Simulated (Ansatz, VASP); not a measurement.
# SrTlBr3: VASP beside Ansatz

Wanted: the spread between two codes on one cell, functional and k mesh. The cell is invented: As first built, before any earlier steps moved the atoms (in the runner's words): it takes the RbSrCl3 structure with some of its atoms replaced by other elements, volume scaled by an estimate. It may not be a known or stable phase. The cell is taken from a series of VASP runs on this material, whose earlier steps may have relaxed, scaled or displaced it; both programs get it as it stands.

Calculated with Ansatz 0.2.0; plane waves, with VASP 6.6.1 beside it; single point at BLYP, band structure at BLYP and electric field gradients at BLYP.

### Step 1. The structure

Symmetry: Pm-3m, No. 221, cubic system. Conventional cell: a = 6.076 Å, b = 6.076 Å, c = 6.076 Å, α = 90.00°, β = 90.00°, γ = 90.00°. Nearest to Tl lie 12 Br at 4.30 Å. Nearest to Sr lie 6 Br at 3.04 Å. Nearest to Br lie 2 Sr at 3.04 Å. As first built, before any earlier steps moved the atoms (in the runner's words): sites of the RbSrCl3 structure (space group 221) filled with other elements, volume scaled by an estimate. Farther neighbours and most contacts between anions are not listed.

### Step 2. Ansatz: single point, BLYP

Ansatz runs on its default PAW (the set named soft_2) files.

With cell and atoms fixed, the geometry can't cause a difference; cores, projectors, grids and the points listed under the comparison can.

The input, input.yaml:

```yaml
crystal:
  lattice:
    - [6.0756620906, 0.0, 0.0]
    - [0.0, 6.0756620906, 0.0]
    - [0.0, 0.0, 6.0756620906]
  atoms:
    - { symbol: Tl, position: [0.5, 0.5, 0.5] }
    - { symbol: Sr, position: [0.0, 0.0, 0.0] }
    - { symbol: Br, position: [0.5, 0.0, 0.0] }
    - { symbol: Br, position: [0.0, 0.5, 0.0] }
    - { symbol: Br, position: [0.0, 0.0, 0.5] }
hamiltonian:
  xc: blyp
  pseudopotentials: { kind: paw }
kpoints:
  mp_grid: { grid: [5, 5, 5] }
scf:
  occupations: { method: gaussian, width: 0.05 }
  n_extra_bands: 5
output:
  forces: true
  stress: true
  eigenvalues: true
  write_density: true
  write_potential: true
  elf: true
  volumetric_format: npy
```

Command:

```
ansatz run input.yaml --threads 2 --pin off --max-ram 4608MiB --backend cpu --events-out ev --progress --plain --runs-dir out
```

Numbers of over 12 decimals in the logs are rounded to 6 here.

Output:

```text
scf.n_extra_bands = 5 over 22 filled bands (N_el = 44.0): the run solves 27 bands
Engine: ansatz 0.2.0, aarch64-unknown-linux-gnu
Pseudopotentials: kind: paw
Pseudopotential: Tl, paw, valence charge 13, recommended cutoff 420 eV (normal), Tl.paw.azcp
Pseudopotential: Sr, paw, valence charge 10, recommended cutoff 420 eV (normal), Sr.paw.azcp
Pseudopotential: Br, paw, valence charge 7, recommended cutoff 420 eV (normal), Br.paw.azcp
Functional definition: BLYP
  parameter beta = 0.0042
  parameter a = 0.04918
  parameter b = 0.132
  parameter c = 0.2533
  parameter d = 0.349
  exchange = b88_x(beta = beta)
  correlation = lyp_c(a = a, b = b, c = c, d = d)
Crystal: 5 atoms, lattice volume = 224.275 Å³
Basis set: ecut = 420 eV, 4385 PW (Γ), exchange–correlation on 90×90×90 points (8 copies of the dense FFT grid, shifted against one another)
Bands: 27, of which v1, the nominal top of the filled ones, is band 22 counted from 1 (21 counted from 0)
Symmetry: 48 space group operations
Space group: Pm-3m (ITA 221), of the structure as read, at distance tolerance 6.1e-5 Å
k-points: 10 of 125
Non-local potential: Tl, projectors of the file, l = 0: 2, l = 1: 2, l = 2: 2, l = 3: 1
Non-local potential: Sr, projectors of the file, l = 0: 3, l = 1: 2, l = 2: 2
Non-local potential: Br, projectors of the file, l = 0: 2, l = 1: 2, l = 2: 2
PAW form: soft (Blöchl's): semilocal exchange-correlation on the pseudo side does not see the compensation charge
PAW frozen core: Tl, regenerated for the run's functional, and the local potential with it (the file was generated under x = pbe(κ = 0.804, μ = 0.219515), c = pbe(β = 0.066725))
PAW frozen core: Sr, regenerated for the run's functional, and the local potential with it (the file was generated under x = pbe(κ = 0.804, μ = 0.219515), c = pbe(β = 0.066725))
PAW frozen core: Br, regenerated for the run's functional, and the local potential with it (the file was generated under x = pbe(κ = 0.804, μ = 0.219515), c = pbe(β = 0.066725))
PAW one-centre angular grid: Tl, 590 points (default); XC on 64 Gauss nodes
PAW one-centre angular grid: Sr, 110 points (default); XC on 64 Gauss nodes
PAW one-centre angular grid: Br, 110 points (default); XC on 64 Gauss nodes
Initial density: superposition of atomic densities (neutral atoms: chi_scale 0, normalization atom), corrected by the library's trained network
Initial wavefunctions: pseudopotential atomic-orbital guess
Functional: x = b88, c = lyp
SCF iter   1: F=—  HF=-23421.409900 eV  |F-HF|=—  |Δ(HF+E_count)|=         —  Δρ=3.69e-3  dr2=3.35e-2  ethr=1.77e-3  ⟨swp⟩=11.3  Hψ=1571  notcnv=0
preconditioner: auto → Resta (q_TF=auto, 2.080 Å⁻¹)  ε∞=2.9  [insulator: Δε(μ)=3.218 eV  Ē_g=11.701 eV  σ=0.050 eV  W_gap=1.00  n_scr=32 (ndim 8)  ℏωp=16.1 eV  f_vac=0.066  D(μ)=0.00/eV (n_scr^D=0)  ε∞_Penn≈2.9]
SCF iter   2: F=—  HF=-23421.401349 eV  |F-HF|=—  |Δ(HF+E_count)|=   8.55e-3  Δρ=1.10e-3  dr2=2.17e-3  ethr=7.60e-5  ⟨swp⟩=2.0  Hψ=543  notcnv=0  defer=3
SCF iter   3: F=—  HF=-23421.400973 eV  |F-HF|=—  |Δ(HF+E_count)|=   3.77e-4  Δρ=2.69e-4  dr2=8.92e-5  ethr=4.92e-6  ⟨swp⟩=2.3  Hψ=476  notcnv=0  defer=3
SCF iter   4: F=—  HF=-23421.400873 eV  |F-HF|=—  |Δ(HF+E_count)|=   9.98e-5  Δρ=4.29e-5  dr2=3.43e-6  ethr=2.03e-7  ⟨swp⟩=2.1  Hψ=468  notcnv=0  defer=3
SCF iter   5: F=—  HF=-23421.400876 eV  |F-HF|=—  |Δ(HF+E_count)|=   2.93e-6  Δρ=7.88e-6  dr2=1.50e-7  ethr=7.80e-9  ⟨swp⟩=2.0  Hψ=465  notcnv=0  defer=3
SCF iter   6: F=-23421.400876 eV  HF=-23421.400876 eV  |F-HF|=1.84e-8  |Δ(HF+E_count)|=   9.71e-8  Δρ=2.03e-6  dr2=1.09e-8  ethr=2.27e-10  ⟨swp⟩=16.0  Hψ=2295  notcnv=0
SCF 1 converged in 6 iterations: F = -23421.400876 eV  dr2 = 1.09e-8
  greatest PAW one-centre occupation: 0.987 electrons in one spin orbital (limit 2), on the Sr atom at site 1 (counted from 0), in its partial waves of l = 0
SCF converged after 6 iterations
Free energy (F): -23421.400876 eV
Harris-Foulkes:  -23421.400876 eV  (|F-HF|=1.84e-8)
Internal energy: -23421.400876 eV  (E = F + TS)
E sigma→0 (E₀):  -23421.400876 eV
Fermi energy:    2.851718 eV
--- Per-component energies (eV) ---
  E_band       = -303.428179
  E_kinetic    = 975.384339
  E_local      = -2908.327939  (includes V_loc(G=0)·N_el)
  E_nonlocal   = 733.236048
  E_hartree    = 921.227010
  E_xc         = -1190.922253
  E_vxc        = -602.189534  (∫ρ·V_xc dr)
  E_paw        = -19678.766236  (= ΣΔE_a)
  E_vpaw       = -343.983170  (= ΣTr[D̂ρ^β])
  E_aug_tail   = 0.000027  (compensation charges beyond the density's cutoff)
  E_ewald      = -2273.389598
  E_core_change = 0.157726  (= ΣΔE_core)
  E_smearing   = -0.000000  (= −TS)
  E_closure    = -0.000000  (closes the sum)
  Σ components = -23421.400876   (vs F -23421.400876, Δ=0.00e0)
--- Forces (eV/Å), atoms counted from 1 ---
  atom   1  Tl     0.00000000    -0.00000000     0.00000000
  atom   2  Sr    -0.00000000     0.00000000     0.00000000
  atom   3  Br    -0.00000000    -0.00000000    -0.00000000
  atom   4  Br     0.00000000    -0.00000000    -0.00000000
  atom   5  Br     0.00000000    -0.00000000    -0.00000000
  max |Σ_I F_I| component: 1.95e-28 eV/Å
--- Stress (GPa, compression-positive) ---
        0.016225      -0.000000       0.000000
        0.000000       0.016225       0.000000
        0.000000      -0.000000       0.016225
  P = ⅓ Tr σ = 0.0162 GPa (0.162 kbar)
--- Band table (eV; the first three rows and the last of 10) ---
  k-point 0: bands = [... 18 lower, 0.9360, 1.0440, 1.0440, 1.0440, 5.4506, 5.4506, 5.4506, 6.6426, ... 1 higher]
  k-point 1: bands = [... 18 lower, 0.8758, 0.9105, 1.0253, 1.0253, 4.9463, 5.3347, 5.3347, 6.7151, ... 1 higher]
  k-point 2: bands = [... 18 lower, 0.7823, 0.8702, 1.0321, 1.0321, 4.4091, 5.1767, 5.1767, 6.7667, ... 1 higher]
  k-point 9: bands = [... 18 lower, 0.1404, 1.2705, 1.2705, 1.2941, 5.0734, 5.2986, 5.2986, 8.0240, ... 1 higher]
```

It took 2.8 s on 2 threads of Arm Neoverse V2, shared host; peak memory 0.47 GiB; 5 s of CPU time.

The run ends at a pressure of 0.02 GPa.

### Step 3. VASP: single point, BLYP

The same cell, functional (in two slightly different forms), mesh and smearing now go to VASP, with its own data sets and cutoff.

Lines of VASP's logs that name or quote its potential files are left out, and so is its time.

The input, INCAR:

```
SYSTEM = SrTlBr3
PREC = Accurate
ENCUT = 400
EDIFF = 1E-06
NELM = 100
ISMEAR = 0
SIGMA = 0.05
LREAL = .FALSE.
ALGO = Normal
GGA = B5
ALDAX = 1
AGGAX = 1
AGGAC = 1
ALDAC = 0
NBANDS = 28
LORBIT = 11
LWAVE = .FALSE.
LCHARG = .TRUE.
ISIF = 2
LELF = .TRUE.
LVHAR = .TRUE.
```

The input, POSCAR:

```
SrTlBr3
1.0
    6.0756620906      0.0000000000      0.0000000000
    0.0000000000      6.0756620906      0.0000000000
    0.0000000000      0.0000000000      6.0756620906
Tl Sr Br
1 1 3
Direct
    0.5000000000      0.5000000000      0.5000000000
    0.0000000000      0.0000000000      0.0000000000
    0.5000000000      0.0000000000      0.0000000000
    0.0000000000      0.5000000000      0.0000000000
    0.0000000000      0.0000000000      0.5000000000
```

The input, KPOINTS:

```
Automatic mesh
0
Gamma
5 5 5
0 0 0
```

The projector-augmented-wave data sets are Tl_d, Sr_sv and Br (PBE family, release 64).

Command:

```
mpirun -np 2 vasp_std
```

Output:

```text
[banner, memory and clock lines left out]
running    2 mpi-ranks, on    1 nodes
 distrk:  each k-point on    2 cores,    1 groups
 distr:  one band on    1 cores,    2 groups

 POSCAR found type information on POSCAR TlSrBr
 POSCAR found :  3 types and       5 ions
|                                                                             |
|               ----> ADVICE to this user running VASP <----                  |
|                                                                             |
|     You enforced a specific xc type in the INCAR file but a different       |
|     [... a line on the potential file left out ...]
|     I HOPE YOU KNOW WHAT YOU ARE DOING!                                     |
|                                                                             |

 LDA part: xc-table for (Slater(with rela. corr.)+VWN5), standard interpolation
 POSCAR, INCAR and KPOINTS ok, starting setup
 FFT: planning ... GRIDC
 FFT: planning ... GRID_SOFT
 FFT: planning ... GRID
 WAVECAR not read
 entering main loop
       N       E                     dE             d eps       ncg     rms          rms(c)
DAV:   1     0.264497579269E+03    0.26450E+03   -0.16975E+04   568   0.109E+03
DAV:   2     0.507492846518E+01   -0.25942E+03   -0.25258E+03   736   0.238E+02
DAV:   3    -0.156498818714E+02   -0.20725E+02   -0.20652E+02   664   0.660E+01
DAV:   4    -0.165115628246E+02   -0.86168E+00   -0.86108E+00   976   0.111E+01
DAV:   5    -0.165184921345E+02   -0.69293E-02   -0.69264E-02   720   0.104E+00    0.146E+01
DAV:   6    -0.155149373136E+02    0.10036E+01   -0.15910E+00   660   0.501E+00    0.950E+00
DAV:   7    -0.151983149960E+02    0.31662E+00   -0.17293E+00   656   0.453E+00    0.162E+00
DAV:   8    -0.151717771556E+02    0.26538E-01   -0.27731E-01   684   0.204E+00    0.360E-01
DAV:   9    -0.151683896551E+02    0.33875E-02   -0.12986E-02   768   0.446E-01    0.271E-01
DAV:  10    -0.151680089346E+02    0.38072E-03   -0.34411E-03   672   0.269E-01    0.798E-02
DAV:  11    -0.151679140931E+02    0.94841E-04   -0.20103E-03   644   0.207E-01    0.309E-02
DAV:  12    -0.151679486605E+02   -0.34567E-04   -0.21033E-04   748   0.590E-02    0.214E-02
DAV:  13    -0.151679539443E+02   -0.52838E-05   -0.12266E-05   716   0.159E-02    0.138E-02
DAV:  14    -0.151679556122E+02   -0.16679E-05   -0.38271E-06   564   0.105E-02    0.119E-03
DAV:  15    -0.151679556059E+02    0.63092E-08   -0.13527E-07   388   0.217E-03
   1 F= -.15167956E+02 E0= -.15167956E+02  d E =-.114280E-16
```

OUTCAR, selected parts (step 3):

```text
ion  position               nearest neighbor table
   1  0.500  0.500  0.500-
   2  0.000  0.000  0.000-   3 3.04   4 3.04   5 3.04   5 3.04   4 3.04   3 3.04
   3  0.500  0.000  0.000-   2 3.04   2 3.04
   4  0.000  0.500  0.000-   2 3.04   2 3.04
   5  0.000  0.000  0.500-   2 3.04   2 3.04

  LATTYP: Found a simple cubic cell.
 ALAT       =     6.0756620906

 Subroutine GETGRP returns: Found 48 space group operations
 (whereof 48 operations were pure point group operations)

The static configuration has the point symmetry O_h .

 Found     10 irreducible k-points:

   k-points           NKPTS =     10   k-points in BZ     NKDIM =     10   number of bands    NBANDS=     28

   dimension x,y,z NGX =    40 NGY =   40 NGZ =   40
   dimension x,y,z NGXF=    80 NGYF=   80 NGZF=   80

   ENCUT  =  400.0 eV  29.40 Ry    5.42 a.u.   9.91  9.91  9.91*2*pi/ulx,y,z

   NELECT =      44.0000    total number of electrons

 k-points in reciprocal lattice and weights: Automatic mesh
   0.00000000  0.00000000  0.00000000       0.008
   0.20000000  0.00000000  0.00000000       0.048
   0.40000000  0.00000000  0.00000000       0.048
   0.20000000  0.20000000  0.00000000       0.096
   0.40000000  0.20000000  0.00000000       0.192
   0.40000000  0.40000000  0.00000000       0.096
   0.20000000  0.20000000  0.20000000       0.064
   0.40000000  0.20000000  0.20000000       0.192
   0.40000000  0.40000000  0.20000000       0.192
   0.40000000  0.40000000  0.40000000       0.064

 average (electrostatic) potential at core
       1 -90.1161       2 -40.4035       3 -63.9350       4 -63.9350       5 -63.9350

 E-fermi :  -0.6061

 k-point     1 :       0.0000    0.0000    0.0000
  band No.  band energies     occupation
    ...
     18      -1.2504      2.00000
     19      -1.2504      2.00000
     20      -1.1393      2.00000
     21      -1.1393      2.00000
     22      -1.1393      2.00000
     23       3.2692      0.00000
     24       3.2692      0.00000
     25       3.2692      0.00000
     26       4.4754      0.00000
     27       4.4754      0.00000
    ...

 k-point     2 :       0.2000    0.0000    0.0000
  band No.  band energies     occupation
    ...
     18      -1.3196      2.00000
     19      -1.3089      2.00000
     20      -1.2760      2.00000
     21      -1.1587      2.00000
     22      -1.1587      2.00000
     23       2.7649      0.00000
     24       3.1524      0.00000
     25       3.1524      0.00000
     26       4.5052      0.00000
     27       4.8162      0.00000
    ...

 k-point     3 :       0.4000    0.0000    0.0000
  band No.  band energies     occupation
    ...
     18      -1.5031      2.00000
     19      -1.4020      2.00000
     20      -1.3163      2.00000
     21      -1.1522      2.00000
     22      -1.1522      2.00000
     23       2.2261      0.00000
     24       2.9937      0.00000
     25       2.9937      0.00000
     26       4.5561      0.00000
     27       5.4616      0.00000
    ...

  Total       -0.0052341     -0.0052341     -0.0052341      0.0000000      0.0000000      0.0000000
  in kB       -0.0373913     -0.0373913     -0.0373913      0.0000000      0.0000000      0.0000000
  external PRESSURE =      -0.0373913 kB  Pullay stress =       0.0000000 kB

  energy-cutoff  :      400.00
  volume of cell :      224.27
      direct lattice vectors                 reciprocal lattice vectors
     6.075662091  0.000000000  0.000000000     0.164591115  0.000000000  0.000000000
     0.000000000  6.075662091  0.000000000     0.000000000  0.164591115  0.000000000
     0.000000000  0.000000000  6.075662091     0.000000000  0.000000000  0.164591115

 POSITION                                       TOTAL-FORCE (eV/Angst)
 -----------------------------------------------------------------------------------
      3.03783      3.03783      3.03783         0.000000      0.000000      0.000000
      0.00000      0.00000      0.00000         0.000000      0.000000      0.000000
      3.03783      0.00000      0.00000         0.000000      0.000000      0.000000
      0.00000      3.03783      0.00000         0.000000      0.000000      0.000000
      0.00000      0.00000      3.03783         0.000000      0.000000      0.000000
 -----------------------------------------------------------------------------------
    total drift:                               -0.000000      0.000000     -0.000000

  FREE ENERGIE OF THE ION-ELECTRON SYSTEM (eV)
  ---------------------------------------------------
  free  energy   TOTEN  =       -15.1679556059 eV

  energy  without entropy=      -15.1679556059  energy(sigma->0) =      -15.16795561

 total charge
# of ion       s       p       d       tot
------------------------------------------
    1        1.313   0.037   9.663  11.012
    2        2.003   5.782   0.176   7.961
    3        1.627   3.291   0.002   4.920
    4        1.627   3.291   0.002   4.920
    5        1.627   3.291   0.002   4.920
--------------------------------------------------
tot          8.196  15.693   9.844  33.732

[... 3 further parts left out ...]
```

The run ends at a pressure of 0.00 GPa.

### Step 4. Side by side

Known differences besides the potentials themselves: the cutoff is 420 eV in Ansatz and 400 eV in VASP; Ansatz makes its cores anew for this functional, VASP keeps those of its PBE data sets; VASP leaves aspherical gradient terms in its spheres out (LASPH is not set), Ansatz keeps them; VASP's log shows a relativistic correction to its local exchange, Ansatz's none. Total energies have different zeros and are not compared.

Both answers:

```
              quantity  Ansatz   VASP  difference
        pressure (GPa)    0.02   0.00       +0.02
gap on the k mesh (eV)   3.115  3.119      -0.004
```

A gap on the mesh is an upper bound, since the band edges may lie between its points; neither run holds spin-orbit coupling, which can move the band edges of a compound of Tl. Ansatz's pressure holds a Pulay correction of 0.01 GPa; VASP's holds none.

### Step 5. Ansatz: band structure, BLYP

The same path points are solved in both programs, so levels can be compared one by one.

The cell is taken from a series of VASP runs on this material, whose earlier steps may have relaxed, scaled or displaced it; both programs get it as it stands.

input.yaml, the sections that differ from step 2:

```yaml
kpoints:
  mp_grid: { grid: [5, 5, 5] }
  band_path:
    path:
      - [0.0, 0.0, 0.0]
      - [0.0, 0.1, 0.0]
      - [0.0, 0.2, 0.0]
      - [0.0, 0.3, 0.0]
      - [0.0, 0.43333, 0.0]
      - [0.0, 0.5, 0.0]
      - [0.1, 0.5, 0.0]
      - [0.2, 0.5, 0.0]
      - [0.33333, 0.5, 0.0]
      - [0.43333, 0.5, 0.0]
      - [0.5, 0.5, 0.0]
      - [0.36667, 0.36667, 0.0]
      - [0.26667, 0.26667, 0.0]
      - [0.16667, 0.16667, 0.0]
      - [0.06667, 0.06667, 0.0]
      - [0.03333, 0.03333, 0.03333]
      - [0.13333, 0.13333, 0.13333]
      - [0.23333, 0.23333, 0.23333]
      - [0.33333, 0.33333, 0.33333]
      - [0.46667, 0.46667, 0.46667]
      - [0.5, 0.5, 0.5]
      - [0.46667, 0.5, 0.46667]
      - [0.36667, 0.5, 0.36667]
      - [0.23333, 0.5, 0.23333]
      - [0.13333, 0.5, 0.13333]
      - [0.03333, 0.5, 0.03333]
      - [0.5, 0.5, 0.03333]
      - [0.5, 0.5, 0.16667]
      - [0.5, 0.5, 0.26667]
      - [0.5, 0.5, 0.36667]
      - [0.5, 0.5, 0.5]
    npoints: 1
scf:
  occupations: { method: gaussian, width: 0.05 }
  n_extra_bands: 8
output:
  forces: true
  stress: true
  eigenvalues: true
# crystal, hamiltonian: as in step 2
```

Command:

```
ansatz run input.yaml --threads 2 --pin off --max-ram 4608MiB --backend cpu --events-out ev --progress --plain --runs-dir out
```

Output:

```text
[...]
Crystal: 5 atoms, lattice volume = 224.275 Å³
Basis set: ecut = 420 eV, 4385 PW (Γ), exchange–correlation on 90×90×90 points (8 copies of the dense FFT grid, shifted against one another)
Bands: 30, of which v1, the nominal top of the filled ones, is band 22 counted from 1 (21 counted from 0)
Symmetry: 48 space group operations
[...]
k-points: 10 of 125
[...]
k-point 0: bands = [... 18 lower, 0.9360, 1.0441, 1.0441, 1.0441, 5.4507, 5.4507, 5.4507, 6.6426, ... 4 higher]
  k-point 1: bands = [... 18 lower, 0.8758, 0.9105, 1.0253, 1.0253, 4.9463, 5.3347, 5.3347, 6.7151, ... 4 higher]
  k-point 2: bands = [... 18 lower, 0.7823, 0.8702, 1.0321, 1.0321, 4.4091, 5.1767, 5.1767, 6.7667, ... 4 higher]
  k-point 9: bands = [... 18 lower, 0.1404, 1.2705, 1.2705, 1.2942, 5.0734, 5.2986, 5.2986, 8.0240, ... 4 higher]
[key lines of the parts left out:]
SCF converged after 6 iterations
Free energy (F): -23421.400876 eV
Fermi energy:    2.851734 eV
P = ⅓ Tr σ = 0.0162 GPa (0.162 kbar)
```

It took 4 s on 2 threads; peak memory 0.46 GiB; 7.7 s of CPU time.

(Part 1 of 2 ends here.)

[Lines on the potential files, build, host, timing and source positions are cut from VASP's logs without a mark.]

[Logs are printed without paths, hosts, clocks, repeated set-up lines and the standing remarks that a program may print on its own settings, such as how far it seeks lower states.]

[Hosts, paths, dates, database ids (printed as entryN), source tags and the programs' standing remarks are cut or masked in the printed files.]
